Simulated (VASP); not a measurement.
# Sm (relaxed from the beta-Sn structure, space group I4_1/amd): computed properties

The numbers are results of r2SCAN meta-GGA, VASP's PBE PAW potentials (set 64) (plane waves; VASP 6.6.1), not measurements.

- space group = I4_1/amd (141)
- cell = a = b = 6.1442 Å, c = 3.4939 Å, α = β = γ = 90.00°
- volume per atom = 32.98 Å³/atom
- band gap (over mesh and band path) = none (metal, semimetal or under 0.01 eV)
- density = 7.57 g/cm³

```xyz
2
Lattice="-3.0721 3.0721 1.7470 3.0721 -3.0721 1.7470 3.0721 3.0721 -1.7470" Properties=species:S:1:pos:R:3 pbc="T T T"
Sm     0.0000     3.0721     0.8735
Sm     3.0721     3.0721     1.7470
```

The 4f electrons are frozen in the core of the lanthanide potential, so 4f levels, which can set the real gap, and their magnetism are missing.

The structure was generated: Sm was put into the beta-Sn type (I4_1/amd), which need not be its known phase. It was relaxed first, which changed the volume by -5 %. Symmetry was kept, so distortions that lower it aren't found.
